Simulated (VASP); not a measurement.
Level of theory: LDA (Ceperley-Alder, Perdew-Zunger), VASP's LDA PAW potentials (set 64) (plane waves; VASP).

A VASP calculation is set up with these files.

KPOINTS:
```
Automatic mesh
0
G
  4 4 4
0.5 0.5 0.5
```

INCAR:
```
ISMEAR  =  0   # Gaussian
LWAVE  =  .FALSE.
SIGMA  =  0.01
LASPH  =  .TRUE.   # aspherical one-centre terms
EDIFFG  =  -0.01
LREAL  =  .FALSE.   # projection in real space or not
PREC  =  Accurate
ISIF  =  3
NELM  =  100
EDIFF  =  1E-6   # SCF stop (eV)
ALGO  =  Normal   # blocked Davidson
NSW  =  50
LCHARG  =  .FALSE.
IBRION  =  2   # conjugate gradients
SYSTEM  =  Al2O3
ENCUT  =  200   # plane-wave cut-off (eV)
```

**POSCAR**
```
Al2O3
1
    2.4025150000     1.3870930000     4.3720830000
   -2.4025150000     1.3870930000     4.3720830000
    0.0000000000    -2.7741850000     4.3720830000
Al O
4 6
Direct
  0.1523470000   0.1605370000   0.1358230000
  0.8553760000   0.8341070000   0.8627570000
  0.3417990000   0.3518070000   0.3585560000
  0.6421230000   0.6668210000   0.6331760000
  0.9496740000   0.5525670000   0.2496510000
  0.0421270000   0.4475830000   0.7592150000
  0.2490540000   0.9478790000   0.5552330000
  0.7428700000   0.0468230000   0.4505310000
  0.5666390000   0.2523450000   0.9419000000
  0.4579910000   0.7395300000   0.0531580000
```

POTCAR, in this order: Al O (LDA.64 set). Program: vasp_std.

What VASP printed:

### OSZICAR
```
       N       E                     dE             d eps       ncg     rms          rms(c)
DAV:   1     0.101098383991E+03    0.10110E+03   -0.14505E+04  2048   0.701E+02
DAV:   2    -0.833965358465E+02   -0.18449E+03   -0.18060E+03  2476   0.212E+02
DAV:   3    -0.889827052605E+02   -0.55862E+01   -0.55749E+01  2298   0.408E+01
DAV:   4    -0.890154120222E+02   -0.32707E-01   -0.32685E-01  2240   0.326E+00
DAV:   5    -0.890158280797E+02   -0.41606E-03   -0.41600E-03  2286   0.326E-01    0.205E+01
DAV:   6    -0.864131603846E+02    0.26027E+01   -0.87977E-01  2220   0.464E+00    0.118E+01
DAV:   7    -0.853990404839E+02    0.10141E+01   -0.67886E-01  2232   0.455E+00    0.112E+00
DAV:   8    -0.853818757806E+02    0.17165E-01   -0.57441E-02  2250   0.134E+00    0.460E-01
DAV:   9    -0.853815864439E+02    0.28934E-03   -0.29560E-03  2286   0.310E-01    0.130E-01
DAV:  10    -0.853814393850E+02    0.14706E-03   -0.64402E-04  2262   0.140E-01    0.171E-02
DAV:  11    -0.853814382298E+02    0.11551E-05   -0.36903E-05  2280   0.426E-02    0.926E-03
DAV:  12    -0.853814379874E+02    0.24245E-06   -0.39013E-06  2170   0.146E-02
   1 F= -.85381438E+02 E0= -.85381438E+02  d E =-.853814E+02
       N       E                     dE             d eps       ncg     rms          rms(c)
```

File OUTCAR:
```
------------------------ aborting loop because EDIFF is reached ----------------------------------------
  FORCE on cell =-STRESS in cart. coord.  units (eV):
  Direction    XX          YY          ZZ          XY          YZ          ZX
  --------------------------------------------------------------------------------------
  Total     -119.3257045   -122.1829827   -121.7959264     -1.0149584     -0.8084048      0.6331952
  in kB    -2186.9223228  -2239.2886218  -2232.1949108    -18.6014832    -14.8159075     11.6047823
  external PRESSURE =   -2219.4686185 kB  Pullay stress =       0.0000000 kB
  volume of cell :       87.42
      direct lattice vectors                 reciprocal lattice vectors
     2.402515000  1.387093000  4.372083000     0.208115246  0.120155395  0.076241300
    -2.402515000  1.387093000  4.372083000    -0.208115246  0.120155395  0.076241300
     0.000000000 -2.774185000  4.372083000     0.000000000 -0.240310789  0.076241328
 POSITION                                       TOTAL-FORCE (eV/Angst)
 -----------------------------------------------------------------------------------
     -0.01968      0.05720      1.96178         1.033133     -1.218200     -0.332783
      0.05110     -0.04998     11.15861        -1.336995      1.186722      0.009565
     -0.02404     -0.03260      4.60014         0.386895      0.681455      0.416783
     -0.05934      0.05908      8.49111         1.013627     -1.282491      0.299588
      0.95406      1.39117      7.65942         0.459492     -0.186237     -0.020884
     -0.97411     -1.42693      5.46040         0.210122      0.825812     -0.099043
     -1.67894      0.11994      7.66062        -0.569690      0.309092     -0.556828
      1.67226     -0.15448      5.42236         0.245123      0.418073      0.865481
      0.75510     -1.47700      7.69873        -0.438245     -0.640465     -0.781847
     -0.67640      1.51360      5.46807        -1.003463     -0.093764      0.199968
 -----------------------------------------------------------------------------------
    total drift:                               -0.002009      0.000969      0.001440
  FREE ENERGIE OF THE ION-ELECTRON SYSTEM (eV)
  ---------------------------------------------------
  free  energy   TOTEN  =       -85.3814379874 eV

  energy  without entropy=      -85.3814379874  energy(sigma->0) =      -85.38143799
```
(Selected blocks of OUTCAR.)

File stdout:
```
...
 , standard interpolation
 POSCAR, INCAR and KPOINTS ok, starting setup
 WAVECAR not read
 entering main loop
       N       E                     dE             d eps       ncg     rms          rms(c)
DAV:   1     0.101098383991E+03    0.10110E+03   -0.14505E+04  2048   0.701E+02
DAV:   2    -0.833965358465E+02   -0.18449E+03   -0.18060E+03  2476   0.212E+02
DAV:   3    -0.889827052605E+02   -0.55862E+01   -0.55749E+01  2298   0.408E+01
DAV:   4    -0.890154120222E+02   -0.32707E-01   -0.32685E-01  2240   0.326E+00
DAV:   5    -0.890158280797E+02   -0.41606E-03   -0.41600E-03  2286   0.326E-01    0.205E+01
DAV:   6    -0.864131603846E+02    0.26027E+01   -0.87977E-01  2220   0.464E+00    0.118E+01
DAV:   7    -0.853990404839E+02    0.10141E+01   -0.67886E-01  2232   0.455E+00    0.112E+00
DAV:   8    -0.853818757806E+02    0.17165E-01   -0.57441E-02  2250   0.134E+00    0.460E-01
DAV:   9    -0.853815864439E+02    0.28934E-03   -0.29560E-03  2286   0.310E-01    0.130E-01
DAV:  10    -0.853814393850E+02    0.14706E-03   -0.64402E-04  2262   0.140E-01    0.171E-02
DAV:  11    -0.853814382298E+02    0.11551E-05   -0.36903E-05  2280   0.426E-02    0.926E-03
DAV:  12    -0.853814379874E+02    0.24245E-06   -0.39013E-06  2170   0.146E-02
   1 F= -.85381438E+02 E0= -.85381438E+02  d E =-.853814E+02
 curvature:   0.00 expect dE= 0.000E+00 dE for cont linesearch  0.000E+00
 trial: gam= 0.00000 g(F)=  0.693E+00 g(S)=  0.212E+03 ort = 0.000E+00 (trialstep = 0.100E+01)
 search vector abs. value=  0.213E+03
 bond charge predicted
       N       E                     dE             d eps       ncg     rms          rms(c)

 -----------------------------------------------------------------------------
|                                                                             |
|     EEEEEEE  RRRRRR   RRRRRR   OOOOOOO  RRRRRR      ###     ###     ###     |
|     E        R     R  R     R  O     O  R     R     ###     ###     ###     |
|     E        R     R  R     R  O     O  R     R     ###     ###     ###     |
|     EEEEE    RRRRRR   RRRRRR   O     O  RRRRRR       #       #       #      |
|     E        R   R    R   R    O     O  R   R                               |
|     E        R    R   R    R   O     O  R    R      ###     ###     ###     |
|     EEEEEEE  R     R  R     R  OOOOOOO  R     R     ###     ###     ###     |
|                                                                             |
|     ERROR FEXCP: supplied Exchange-correletion table                        |
|      is too small, maximal index : 3871                                     |
|                                                                             |
|       ---->  I REFUSE TO CONTINUE WITH THIS SICK JOB ... BYE!!! <----       |
|                                                                             |
 -----------------------------------------------------------------------------
```

VASP stops with an error: ERROR FEXCP: supplied Exchange-correletion table is too small, maximal index : 3871 ----> I REFUSE TO CONTINUE WITH THIS SICK JOB ... BYE!!! <----

The run did not end as a converged relaxation. At this cut-off the stress carries a Pulay error, which pulls relaxed volumes low.

The structure comes from a computed database's Al2O3 entry; how it stands against other phases isn't given here. The cell was not relaxed at this level, atoms are displaced from their ideal sites. The run is one of a series of settings (EDIFFG = -0.01, ENCUT = 200, GGA removed, IBRION = 2, ISIF = 3, NSW = 50, KPOINTS 4×4×4 Γ-centred mesh shifted by (0.5, 0.5, 0.5), POTCAR Al O (LDA.64 set) against the base run), some of them coarse on purpose.
